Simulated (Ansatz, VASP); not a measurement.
## Cross-check of BF between VASP and Ansatz

One calculation is typed for both programs; each brings its own data sets and cutoff. How far apart do they land? The cell is generated by rule, not measured, and may not be a known phase. The cell is taken from a series of VASP runs on this material, whose earlier steps may have relaxed, scaled or displaced it; both programs get it as it stands.

Program: Ansatz 0.2.0. Level of theory: plane waves, with VASP 6.6.1 beside it; single point at PBE. Results are calculated unless marked as measured.

## (1) The starting structure

It takes space group Pmmm (No. 47, orthorhombic). The conventional cell has a = 2.186 Å, b = 2.239 Å, c = 3.228 Å, α = 90.00°, β = 90.00°, γ = 90.00°. Nearest to B lie 2 F at 1.61 Å. Nearest to F lie 2 B at 1.61 Å. Farther neighbours and most contacts between anions are not listed.

As a file:

```cif
data_structure
_symmetry_space_group_name_H-M 'Pmmm'
_symmetry_Int_Tables_number 47
_cell_length_a 2.1863
_cell_length_b 2.2390
_cell_length_c 3.2282
_cell_angle_alpha 90.000
_cell_angle_beta 90.000
_cell_angle_gamma 90.000
_cell_volume 15.80
loop_
_atom_site_label
_atom_site_type_symbol
_atom_site_symmetry_multiplicity
_atom_site_Wyckoff_symbol
_atom_site_fract_x
_atom_site_fract_y
_atom_site_fract_z
_atom_site_occupancy
B1 B 1 a 0.00000 0.00000 0.00000 1
F1 F 1 c 0.00000 0.00000 0.50000 1
```

## (2) Ansatz: single point, PBE

Ansatz runs on its default PAW (the set named soft_2) files.

A single point gives forces, pressure and levels at one fixed geometry, so differences don't come from the geometry; what else differs is listed under the comparison.

input.yaml

```yaml
crystal:
  lattice:
    - [2.1863076332, 0.0, 0.0]
    - [0.0, 2.2389701292, 0.0]
    - [0.0, 0.0, 3.2281700825]
  atoms:
    - { symbol: B, position: [0.0, 0.0, 0.0] }
    - { symbol: F, position: [0.0, 0.0, 0.5] }
hamiltonian:
  xc: pbe
  pseudopotentials: { kind: paw }
kpoints:
  mp_grid: { grid: [10, 10, 7] }
scf:
  occupations: { method: fermi_dirac, width: 0.05 }
  n_extra_bands: 4
output:
  forces: true
  stress: true
  eigenvalues: true
```

Started as:

```console
$ ansatz run input.yaml --threads 2 --pin off --max-ram 4608MiB --backend cpu --events-out ev --progress --plain --runs-dir out
```

Numbers of over 12 decimals in the logs are rounded to 6 here.

The log of the run:

```text
scf.n_extra_bands = 4 over 5 filled bands (N_el = 10.0): the run solves 9 bands
Engine: ansatz 0.2.0, x86_64-unknown-linux-gnu
Pseudopotentials: kind: paw
Pseudopotential: B, paw, valence charge 3, recommended cutoff 420 eV (normal), B.paw.azcp
Pseudopotential: F, paw, valence charge 7, recommended cutoff 420 eV (normal), F.paw.azcp
Functional definition: PBE
  parameter kappa = 0.804
  parameter beta = 0.066725
  exchange = pbe_x(kappa = kappa, mu = beta*pi^2/3)
  correlation = pbe_c(beta = beta)
Crystal: 2 atoms, lattice volume = 15.802 Å³
Basis set: ecut = 420 eV, 319 PW (Γ), exchange–correlation on 30×30×48 points (8 copies of the dense FFT grid, shifted against one another)
Bands: 9, of which v1, the nominal top of the filled ones, is band 5 counted from 1 (4 counted from 0)
Symmetry: 8 space group operations
Space group: Pmmm (ITA 47), of the structure as read, at distance tolerance 2.5e-5 Å
k-points: 144 of 700
Non-local potential: B, projectors of the file, l = 0: 2, l = 1: 2, l = 2: 1
Non-local potential: F, projectors of the file, l = 0: 2, l = 1: 2, l = 2: 1
PAW form: soft (Blöchl's): semilocal exchange-correlation on the pseudo side does not see the compensation charge
PAW one-centre angular grid: B, 110 points (default); XC on 64 Gauss nodes
PAW one-centre angular grid: F, 110 points (default); XC on 64 Gauss nodes
Initial density: superposition of atomic densities (neutral atoms: chi_scale 0, normalization atom), corrected by the library's trained network
Initial wavefunctions: pseudopotential atomic-orbital guess
Functional: x = pbe(κ = 0.804, μ = 0.219515), c = pbe(β = 0.066725)
SCF iter   1: F=—  HF=-961.456497 eV  |F-HF|=—  |Δ(HF+E_count)|=         —  Δρ=9.68e-3  dr2=8.94e-3  ethr=1.77e-3  ⟨swp⟩=4.2  Hψ=7627  notcnv=0
preconditioner: auto → none  [metal: Δε(μ)=0.044 eV  Ē_g=19.110 eV  σ=0.050 eV  W_gap=0.21  n_scr=2 (ndim 8)  ℏωp=29.5 eV  f_vac=0.000  D(μ)=0.34/eV (n_scr^D=2)  sad-step TF]
SCF iter   2: F=—  HF=-961.456548 eV  |F-HF|=—  |Δ(HF+E_count)|=   5.05e-5  Δρ=5.55e-3  dr2=3.39e-3  ethr=8.94e-5  ⟨swp⟩=1.7  Hψ=2566  notcnv=0
SCF iter   3: F=—  HF=-961.456898 eV  |F-HF|=—  |Δ(HF+E_count)|=   3.50e-4  Δρ=6.77e-4  dr2=6.72e-5  ethr=3.39e-5  ⟨swp⟩=2.9  Hψ=2544  notcnv=0
SCF iter   4: F=—  HF=-961.457631 eV  |F-HF|=—  |Δ(HF+E_count)|=   7.33e-4  Δρ=1.67e-4  dr2=2.22e-6  ethr=6.72e-7  ⟨swp⟩=2.3  Hψ=1996  notcnv=0
iter 5 did not close the SCF: its close was put off for the readings that it lacked (scf_convergence_deferred on its scf_iter line)
SCF iter   5: F=-961.457632 eV  HF=-961.457632 eV  |F-HF|=5.79e-9  |Δ(HF+E_count)|=   4.39e-7  Δρ=1.92e-5  dr2=2.50e-8  ethr=2.22e-8  ⟨swp⟩=2.6  Hψ=2065  notcnv=0
SCF iter   6: F=-961.457632 eV  HF=-961.457632 eV  |F-HF|=1.64e-11  |Δ(HF+E_count)|=   9.04e-9  Δρ=3.20e-6  dr2=7.36e-10  ethr=2.50e-10  ⟨swp⟩=1.5  Hψ=4130  notcnv=0
SCF 1 converged in 6 iterations: F = -961.457632 eV  dr2 = 7.36e-10
  greatest PAW one-centre occupation: 0.933 electrons in one spin orbital (limit 2), on the F atom at site 1 (counted from 0), in its partial waves of l = 0
SCF converged after 6 iterations
Free energy (F): -961.457632 eV
Harris-Foulkes:  -961.457632 eV  (|F-HF|=1.64e-11)
Internal energy: -961.454934 eV  (E = F + TS)
E sigma→0 (E₀):  -961.456283 eV
Entropy (-TS):   -0.002698 eV (-1.349 meV/atom)
Fermi energy:    7.585965 eV
--- Per-component energies (eV) ---
  E_band       = -22.674348
  E_kinetic    = 249.326159
  E_local      = -585.315124  (includes V_loc(G=0)·N_el)
  E_nonlocal   = 85.393217
  E_hartree    = 216.863442
  E_xc         = -109.270021
  E_vxc        = -137.145449  (∫ρ·V_xc dr)
  E_paw        = -278.975917  (= ΣΔE_a)
  E_vpaw       = -68.661734  (= ΣTr[D̂ρ^β])
  E_aug_tail   = 0.001979  (compensation charges beyond the density's cutoff)
  E_ewald      = -539.478668
  E_smearing   = -0.002698  (= −TS)
  E_closure    = 0.000000  (closes the sum)
  Σ components = -961.457632   (vs F -961.457632, Δ=0.00e0)
--- Forces (eV/Å), atoms counted from 1 ---
  atom   1  B      0.00000000     0.00000000     0.00000000
  atom   2  F      0.00000000    -0.00000000     0.00000000
  max |Σ_I F_I| component: 2.40e-31 eV/Å
--- Stress (GPa, compression-positive) ---
        0.453077      -0.000000      -0.000000
       -0.000000       0.234174      -0.000000
       -0.000000      -0.000000      -0.350892
  P = ⅓ Tr σ = 0.1121 GPa (1.121 kbar)
--- Band table (eV; the first three rows and the last of 144) ---
  k-point 0: bands = ["-18.7786", "-2.9905", "0.3550", "3.8165", "4.1630", "17.1905", "17.9891", "18.1073", "22.0137"]
  k-point 1: bands = ["-18.7536", "-3.8233", "1.6252", "3.8554", "4.1982", "16.9984", "17.0982", "17.8112", "22.0916"]
  k-point 2: bands = ["-18.6965", "-4.9504", "3.9450", "4.0020", "4.2780", "14.8130", "16.5831", "17.4228", "22.0977"]
  k-point 143: bands = ["-16.4232", "-0.8267", "0.6033", "0.8435", "7.0757", "7.4626", "16.2689", "17.4153", "18.2674"]
```

It took 1.1 s on 2 threads of AMD EPYC 7R43, shared host; peak memory 0.33 GiB.

The run ends at a pressure of 0.11 GPa.

## (3) VASP: single point, PBE

The same cell, functional, mesh and smearing now go to VASP, with its own data sets and cutoff.

Lines of VASP's logs that name or quote its potential files are left out, and so is its time.

INCAR

```
SYSTEM = BF
PREC = Accurate
ENCUT = 520
EDIFF = 1E-06
NELM = 100
ISMEAR = -1
SIGMA = 0.05
LREAL = .FALSE.
ALGO = Normal
GGA = PE
LORBIT = 11
LWAVE = .FALSE.
LCHARG = .TRUE.
ISIF = 2
LELF = .TRUE.
LVHAR = .TRUE.
```

POSCAR

```
BF
1.0
    2.1863076332      0.0000000000      0.0000000000
    0.0000000000      2.2389701292      0.0000000000
    0.0000000000      0.0000000000      3.2281700825
B F
1 1
Direct
    0.0000000000      0.0000000000      0.0000000000
    0.0000000000      0.0000000000      0.5000000000
```

KPOINTS

```
Automatic mesh
0
Gamma
10 10 7
0 0 0
```

The projector-augmented-wave data sets are B and F (PBE family, release 64).

Started as:

```console
$ mpirun -np 1 vasp_std
```

The log of the run:

```text
[banner, memory and clock lines left out]
running    1 mpi-ranks, on    1 nodes
 distrk:  each k-point on    1 cores,    1 groups
 distr:  one band on    1 cores,    1 groups

 POSCAR found type information on POSCAR B F
 POSCAR found :  2 types and       2 ions
 LDA part: xc-table for (Slater+PW92), standard interpolation
 POSCAR, INCAR and KPOINTS ok, starting setup
 FFT: planning ... GRIDC
 FFT: planning ... GRID_SOFT
 FFT: planning ... GRID
 WAVECAR not read
 entering main loop
       N       E                     dE             d eps       ncg     rms          rms(c)
DAV:   1     0.291736192045E+02    0.29174E+02   -0.65497E+03  2688   0.110E+03
DAV:   2    -0.799812828923E+01   -0.37172E+02   -0.35852E+02  3203   0.197E+02
DAV:   3    -0.876892724304E+01   -0.77080E+00   -0.76765E+00  2972   0.272E+01
DAV:   4    -0.877107160968E+01   -0.21444E-02   -0.21441E-02  3012   0.138E+00
DAV:   5    -0.877107524507E+01   -0.36354E-05   -0.36353E-05  2954   0.502E-02    0.430E+00
DAV:   6    -0.847551843138E+01    0.29556E+00   -0.19687E+00  2634   0.137E+01    0.158E+00
DAV:   7    -0.847692172805E+01   -0.14033E-02   -0.37760E-02  2679   0.214E+00    0.924E-01
DAV:   8    -0.848068922652E+01   -0.37675E-02   -0.73946E-03  2797   0.101E+00    0.837E-02
DAV:   9    -0.848072329518E+01   -0.34069E-04   -0.54776E-04  2909   0.236E-01    0.374E-02
DAV:  10    -0.848074823801E+01   -0.24943E-04   -0.75149E-05  2642   0.898E-02    0.422E-03
DAV:  11    -0.848074858748E+01   -0.34947E-06   -0.14915E-06  2454   0.133E-02
   1 F= -.84807486E+01 E0= -.84794062E+01  d E =-.268479E-02
```

OUTCAR, selected parts (step 3):

```text
ion  position               nearest neighbor table
   1  0.000  0.000  0.000-   2 1.61   2 1.61
   2  0.000  0.000  0.500-   1 1.61   1 1.61

  LATTYP: Found a simple orthorhombic cell.
 ALAT       =     2.1863076332
 B/A-ratio  =     1.0240874135
 C/A-ratio  =     1.4765397300

 Subroutine GETGRP returns: Found  8 space group operations
 (whereof  8 operations were pure point group operations)

The static configuration has the point symmetry D_2h.

 Found    144 irreducible k-points:

   k-points           NKPTS =    144   k-points in BZ     NKDIM =    144   number of bands    NBANDS=      9

   dimension x,y,z NGX =    16 NGY =   18 NGZ =   24
   dimension x,y,z NGXF=    32 NGYF=   36 NGZF=   48

   ENCUT  =  520.0 eV  38.22 Ry    6.18 a.u.   4.07  4.16  6.00*2*pi/ulx,y,z

   NELECT =      10.0000    total number of electrons

 k-points in reciprocal lattice and weights: Automatic mesh
   0.00000000  0.00000000  0.00000000       0.001
   0.10000000  0.00000000  0.00000000       0.003
   0.20000000  0.00000000  0.00000000       0.003
   0.30000000  0.00000000  0.00000000       0.003
   0.40000000  0.00000000  0.00000000       0.003
   0.50000000  0.00000000  0.00000000       0.001
   0.00000000  0.10000000  0.00000000       0.003
   0.10000000  0.10000000  0.00000000       0.006
   0.20000000  0.10000000  0.00000000       0.006
[...]
0.40000000  0.50000000  0.42857143       0.006
   0.50000000  0.50000000  0.42857143       0.003

 average (electrostatic) potential at core
       1 -30.0988       2 -76.4256

 E-fermi :   4.5434

 k-point     1 :       0.0000    0.0000    0.0000
  band No.  band energies     occupation
      1     -21.8168      2.00000
      2      -6.0480      2.00000
      3      -2.6929      2.00000
      4       0.8017      2.00000
      5       1.1511      2.00000
      6      14.1513      0.00000
      7      14.9533      0.00000
      8      15.0538      0.00000
      9      18.9625      0.00000

 k-point     2 :       0.1000    0.0000    0.0000
  band No.  band energies     occupation
      1     -21.7008      2.00000
      2      -5.9362      2.00000
      3      -2.6378      2.00000
      4       0.7764      2.00000
      5       0.8537      2.00000
      6      13.5978      0.00000
      7      14.3045      0.00000
      8      15.1301      0.00000
      9      19.3601      0.00000

 k-point     3 :       0.2000    0.0000    0.0000
  band No.  band energies     occupation
      1     -21.3820      2.00000
      2      -5.6328      2.00000
      3      -2.7586      2.00000
      4       0.2192      2.00000
      5       0.9915      2.00000
      6      10.9782      0.00000
      7      14.7333      0.00000
      8      15.3634      0.00000
      9      20.3546      0.00000

  Total        0.0097258     -0.0152946     -0.0014271      0.0000000      0.0000000      0.0000000
  in kB        0.9860995     -1.5507138     -0.1446902      0.0000000      0.0000000      0.0000000
  external PRESSURE =      -0.2364348 kB  Pullay stress =       0.0000000 kB

  energy-cutoff  :      520.00
  volume of cell :       15.80
      direct lattice vectors                 reciprocal lattice vectors
     2.186307633  0.000000000  0.000000000     0.457392173  0.000000000  0.000000000
     0.000000000  2.238970129  0.000000000     0.000000000  0.446633918  0.000000000
     0.000000000  0.000000000  3.228170083     0.000000000  0.000000000  0.309773021

 POSITION                                       TOTAL-FORCE (eV/Angst)
 -----------------------------------------------------------------------------------
      0.00000      0.00000      0.00000         0.000000      0.000000      0.000000
      0.00000      0.00000      1.61409         0.000000      0.000000      0.000000
 -----------------------------------------------------------------------------------
    total drift:                               -0.000000      0.000000      0.000000

  FREE ENERGIE OF THE ION-ELECTRON SYSTEM (eV)
  ---------------------------------------------------
  free  energy   TOTEN  =        -8.4807485875 eV

  energy  without entropy=       -8.4780637943  energy(sigma->0) =       -8.47940619

 total charge
# of ion       s       p       d       tot
------------------------------------------
    1        0.625   0.851   0.000   1.476
    2        1.752   4.388   0.000   6.140
--------------------------------------------------
tot          2.376   5.239   0.000   7.616

[... 3 further parts left out ...]
```

The run ends at a pressure of -0.02 GPa.

## (4) Differences

Known differences besides the potentials themselves: the cutoff is 420 eV in Ansatz and 520 eV in VASP; VASP leaves aspherical gradient terms in its spheres out (LASPH is not set), Ansatz keeps them. Total energies have different zeros and are not compared.

The two programs side by side:

```csv
quantity,Ansatz,VASP,difference
pressure (GPa),0.11,-0.02,+0.14
pressure without Ansatz's Pulay correction (GPa),-0.74,-0.02,-0.72
```

Ansatz's pressure holds a Pulay correction of 0.85 GPa; VASP's holds none.

## (5) Results

| Quantity | Value |
| --- | --- |
| difference in pressure (single point, PBE) | 0.14 GPa |

**Reading.** The difference in pressure is 0.14 GPa (single point, PBE), within the 1 GPa picked in this series as the mark of a large difference. Such differences can come from data sets, numerical settings and the points named under the comparisons, not from the functional's error against experiment.

[Lines on the potential files, build, host, timing and source positions are cut from VASP's logs without a mark.]

[Logs are printed without paths, hosts, clocks, repeated set-up lines and the standing remarks that a program may print on its own settings, such as how far it seeks lower states.]

[Hosts, paths, dates, database ids (printed as entryN), source tags and the programs' standing remarks are cut or masked in the printed files.]
